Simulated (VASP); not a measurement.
Input:

```yaml
crystal:
  lattice:
    - [0.00000, 3.34769, 3.34769]
    - [3.34769, 0.00000, 3.34769]
    - [3.34769, 3.34769, 0.00000]
  atoms:
    - { symbol: Te, position: [0.50000, 0.50000, 0.50000] }
    - { symbol: Pb, position: [0.00000, 0.00000, 0.00000] }
```

The numbers are results of PBE GGA, VASP's PBE PAW potentials (set 64) (plane waves; VASP 6.6.1), not measurements. Run with 520 eV cut-off, 7×7×7 Γ-centred mesh, Gaussian smearing of 0.050 eV, potentials Te Pb_d.

### Question
Estimate the energy per atom (σ→0), pressure.

### Answer

energy per atom (σ→0): -361.7 kJ/mol of atoms
pressure: -1.98 GPa

The absolute energy has meaning only against runs of the same code, potentials and settings.

The compound is PbTe in the rock salt structure. This cell is one point of a volume scan, at 1.06 of the reference volume.
